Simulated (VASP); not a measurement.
All values below come from PBE GGA with D3 dispersion (Becke-Johnson damping), VASP's PBE PAW potentials (set 64) (plane waves; VASP 6.6.1).

A VASP calculation is set up with these files.

File POSCAR:
```
SnO2
1.0
  4.7473427256   0.0000000000   0.0000000000
  0.0000000000   4.7473427256   0.0000000000
  0.0000000000   0.0000000000   3.2025178759
Sn O
2 4
Cart
  4.7473427256   0.0000000000   0.0000000000
  2.3736713628   2.3736713628   1.6012589379
  1.4538265211   1.4538265211   0.0000000000
  3.8274978839   0.9198448417   1.6012589379
  0.9198448417   3.8274978839   1.6012589379
  3.2935162045   3.2935162045   3.2025178759
```

File KPOINTS:
```
Automatic mesh
0
Gamma
5 5 7
0 0 0
```

INCAR:
```
SYSTEM  =  SnO2
PREC  =  Accurate; ENCUT  =  520; LREAL  =  .FALSE.
LASPH  =  .TRUE.
EDIFF  =  1E-7; NELM  =  100; ALGO  =  Normal
LMAXMIX  =  4
ISMEAR  =  0; SIGMA  =  0.05
GGA  =  PE; IVDW  =  12
IBRION  =  2; NSW  =  30; ISIF  =  4
EDIFFG  =  -0.01
LWAVE  =  .FALSE.; LCHARG  =  .FALSE.
```

POTCAR, in this order: Sn_d O (PBE.64 set). Program: vasp_std.

The resulting files:

File OUTCAR:
```
 ion  position               nearest neighbor table
   1  0.000  0.000  0.000-   3 2.06   6 2.06   5 2.06   4 2.06   4 2.06   5 2.06   2 3.72   2 3.72
                             2 3.72   2 3.72   2 3.72   2 3.72   2 3.72   2 3.72
   2  0.500  0.500  0.500-   4 2.06   5 2.06   3 2.06   6 2.06   3 2.06   6 2.06   1 3.72   1 3.72
                             1 3.72   1 3.72   1 3.72   1 3.72   1 3.72   1 3.72
   3  0.306  0.306  0.000-   1 2.06   2 2.06   2 2.06
   4  0.806  0.194  0.500-   2 2.06   1 2.06   1 2.06
   5  0.194  0.806  0.500-   2 2.06   1 2.06   1 2.06
   6  0.694  0.694  0.000-   1 2.06   2 2.06   2 2.06
  LATTYP: Found a simple tetragonal cell.
 ALAT       =     4.7473427256
 C/A-ratio  =     0.6745916739
 Subroutine PRICEL returns:
 Original cell was already a primitive cell.
 Subroutine GETGRP returns: Found 16 space group operations
The static configuration has the point symmetry D_2h.
 The point group associated with its full space group is D_4h.
The dynamic configuration has the point symmetry D_2h.
 Subroutine INISYM returns: Found 16 space group operations
 Subroutine IBZKPT returns following result:
 Found     24 irreducible k-points:

 Following reciprocal coordinates:
            Coordinates               Weight
  0.000000  0.000000  0.000000      1.000000
  0.200000  0.000000  0.000000      4.000000
  0.400000  0.000000  0.000000      4.000000
  0.200000  0.200000  0.000000      4.000000
  0.400000  0.200000  0.000000      8.000000
  0.400000  0.400000  0.000000      4.000000
  0.000000  0.000000  0.142857      2.000000
  0.200000  0.000000  0.142857      8.000000
  0.400000  0.000000  0.142857      8.000000
  0.200000  0.200000  0.142857      8.000000
  0.400000  0.200000  0.142857     16.000000
  0.400000  0.400000  0.142857      8.000000
  0.000000  0.000000  0.285714      2.000000
  0.200000  0.000000  0.285714      8.000000
  0.400000  0.000000  0.285714      8.000000
  0.200000  0.200000  0.285714      8.000000
...
```

OSZICAR:
```
       N       E                     dE             d eps       ncg     rms          rms(c)
DAV:   1     0.655414815397E+03    0.65541E+03   -0.26495E+04  1597   0.264E+03
DAV:   2     0.536053237754E+02   -0.60181E+03   -0.58046E+03  1675   0.680E+02
DAV:   3    -0.388817696988E+02   -0.92487E+02   -0.91446E+02  1691   0.227E+02
DAV:   4    -0.433000387408E+02   -0.44183E+01   -0.43998E+01  1749   0.548E+01
DAV:   5    -0.434403166766E+02   -0.14028E+00   -0.14020E+00  1859   0.995E+00    0.160E+01
DAV:   6    -0.371179026413E+02    0.63224E+01   -0.24881E+01  2377   0.720E+01    0.587E+00
DAV:   7    -0.372374270619E+02   -0.11952E+00   -0.20966E+00  1635   0.868E+00    0.330E+00
DAV:   8    -0.372219720193E+02    0.15455E-01   -0.27439E-01  2093   0.551E+00    0.740E-01
DAV:   9    -0.372088239675E+02    0.13148E-01   -0.82178E-02  2319   0.411E+00    0.156E-01
DAV:  10    -0.372094253101E+02   -0.60134E-03   -0.52667E-03  2057   0.649E-01    0.501E-02
DAV:  11    -0.372095403437E+02   -0.11503E-03   -0.26935E-04  2030   0.142E-01    0.152E-02
DAV:  12    -0.372095437741E+02   -0.34304E-05   -0.20148E-05  2202   0.521E-02    0.116E-02
DAV:  13    -0.372095408316E+02    0.29425E-05   -0.13100E-05  2448   0.477E-02    0.243E-03
DAV:  14    -0.372095406918E+02    0.13977E-06   -0.13368E-06  2142   0.123E-02    0.113E-03
DAV:  15    -0.372095406905E+02    0.13570E-08   -0.28983E-08  1122   0.162E-03
   1 F= -.38536970E+02 E0= -.38536970E+02  d E =-.385370E+02
       N       E                     dE             d eps       ncg     rms          rms(c)
DAV:   1    -0.372154189176E+02   -0.58782E-02   -0.11199E+00  1560   0.737E+00    0.541E-01
DAV:   2    -0.372145834419E+02    0.83548E-03   -0.51012E-02  1817   0.199E+00    0.307E-01
DAV:   3    -0.372115817389E+02    0.30017E-02   -0.34907E-03  2165   0.772E-01    0.822E-02
DAV:   4    -0.372115460765E+02    0.35662E-04   -0.13824E-03  2022   0.278E-01    0.260E-02
DAV:   5    -0.372115431849E+02    0.28916E-05   -0.15217E-04  1741   0.120E-01    0.962E-03
DAV:   6    -0.372115416726E+02    0.15123E-05   -0.15637E-05  2133   0.515E-02    0.413E-03
DAV:   7    -0.372115417858E+02   -0.11313E-06   -0.16206E-06  1793   0.125E-02    0.241E-03
DAV:   8    -0.372115419473E+02   -0.16150E-06   -0.22202E-07  1453   0.429E-03    0.451E-04
DAV:   9    -0.372115419558E+02   -0.85001E-08   -0.52725E-08  1003   0.239E-03
   2 F= -.38539186E+02 E0= -.38539186E+02  d E =-.221589E-02
       N       E                     dE             d eps       ncg     rms          rms(c)
DAV:   1    -0.372117347802E+02   -0.19283E-03   -0.25881E-02  1580   0.112E+00    0.822E-02
DAV:   2    -0.372117178627E+02    0.16918E-04   -0.11832E-03  1832   0.309E-01    0.465E-02
DAV:   3    -0.372116494253E+02    0.68437E-04   -0.79294E-05  2161   0.117E-01    0.124E-02
DAV:   4    -0.372116486525E+02    0.77278E-06   -0.32375E-05  2008   0.419E-02    0.391E-03
DAV:   5    -0.372116483522E+02    0.30028E-06   -0.35930E-06  1734   0.182E-02    0.146E-03
DAV:   6    -0.372116483718E+02   -0.19588E-07   -0.33986E-07  1606   0.738E-03
   3 F= -.38539260E+02 E0= -.38539260E+02  d E =-.228954E-02
       N       E                     dE             d eps       ncg     rms          rms(c)
DAV:   1    -0.372118353412E+02   -0.18699E-03   -0.19458E-02  1509   0.100E+00    0.806E-02
DAV:   2    -0.372117669137E+02    0.68427E-04   -0.40965E-04  2163   0.218E-01    0.479E-02
DAV:   3    -0.372117154959E+02    0.51418E-04   -0.45820E-05  2342   0.979E-02    0.558E-03
DAV:   4    -0.372117163169E+02   -0.82093E-06   -0.12023E-05  1766   0.250E-02    0.258E-03
DAV:   5    -0.372117164509E+02   -0.13400E-06   -0.34153E-07  1440   0.627E-03    0.988E-04
DAV:   6    -0.372117164689E+02   -0.18046E-07   -0.52916E-08   982   0.282E-03
   4 F= -.38539328E+02 E0= -.38539328E+02  d E =-.684607E-04
```

File OUTCAR:
```
------------------------ aborting loop because EDIFF is reached ----------------------------------------
 Edisp (eV)   -1.32761
  FORCE on cell =-STRESS in cart. coord.  units (eV):
  Direction    XX          YY          ZZ          XY          YZ          ZX
  --------------------------------------------------------------------------------------
  Total       2.69585     2.69585     2.72509     0.00000     0.00000     0.00000
  in kB      59.84304    59.84304    60.49209     0.00000     0.00000     0.00000
  external pressure =       60.06 kB  Pullay stress =        0.00 kB
  volume of cell :       72.18
      direct lattice vectors                 reciprocal lattice vectors
     4.737687857  0.000000000  0.000000000     0.211073424  0.000000000  0.000000000
    -0.000000000  4.737687857  0.000000000    -0.000000000  0.211073424  0.000000000
     0.000000000  0.000000000  3.215583910     0.000000000  0.000000000  0.310985509
 POSITION                                       TOTAL-FORCE (eV/Angst)
 -----------------------------------------------------------------------------------
     -0.00000      4.73769      0.00000        -0.000000      0.000000      0.000000
      2.36884      2.36884      1.60779        -0.000000      0.000000      0.000000
      1.44825      1.44825      0.00000         0.003669      0.003669      0.000000
      3.81709      0.92060      1.60779         0.003669     -0.003669     -0.000000
      0.92060      3.81709      1.60779        -0.003669      0.003669      0.000000
      3.28944      3.28944      3.21558        -0.003669     -0.003669     -0.000000
 -----------------------------------------------------------------------------------
    total drift:                                0.000000      0.000000     -0.000000
  FREE ENERGIE OF THE ION-ELECTRON SYSTEM (eV)
  ---------------------------------------------------
  free  energy   TOTEN  =       -38.5393284235 eV

  energy  without entropy=      -38.5393284235  energy(sigma->0) =      -38.53932842

 reached required accuracy - stopping structural energy minimisation
```
(Selected blocks of OUTCAR.)

File CONTCAR:
```
SnO2
   1.00000000000000
     4.7376878567347376    0.0000000000000000    0.0000000000000000
    -0.0000000000000000    4.7376878567347367    0.0000000000000000
     0.0000000000000000    0.0000000000000000    3.2155839100819321
  Sn              O
     2     4
Direct
     0.0000000000000000    1.0000000000000000    0.0000000000000000
     0.5000000000000000    0.5000000000000000    0.5000000000000000
     0.3056863019798318    0.3056863019798318    0.0000000000000000
     0.8056863019798318    0.1943136980201682    0.5000000000000000
     0.1943136980201682    0.8056863019798318    0.5000000000000000
     0.6943136980201682    0.6943136980201682    1.0000000000000000
```

The compound is SnO2 in the rutile structure. This cell is one point of a volume scan, at 0.97 of the reference volume. Symmetry was kept, so distortions that lower it aren't found.
